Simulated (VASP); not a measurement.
```
NaF
1.0
    0.00000     2.24830     2.24830
    2.24830     0.00000     2.24830
    2.24830     2.24830     0.00000
Na F
1 1
Cartesian
  0.00000   0.00000   0.00000
  2.24830   2.24830   2.24830
```

Computed with PBEsol GGA, VASP's PBE PAW potentials (set 64) (plane waves; VASP). Numerical set-up: 620 eV cut-off, 10×10×10 Γ-centred mesh, Gaussian smearing of 0.050 eV, potentials Na_pv F.

What does the run give for the energy per atom (σ→0), pressure, band gap (on the k-mesh) with the smallest direct gap where there is one?

| Item | Result |
|---|---|
| band gap (on the k-mesh) | 6.66 eV |
| smallest direct gap (on the k-mesh) | 6.66 eV |
| energy per atom (σ→0) | -4.368 eV/atom |
| pressure | 5.06 GPa |

Only differences to runs with the same potentials and settings are physical.

The compound is NaF in the rock salt structure. It was relaxed first under an external pressure of 5 GPa.
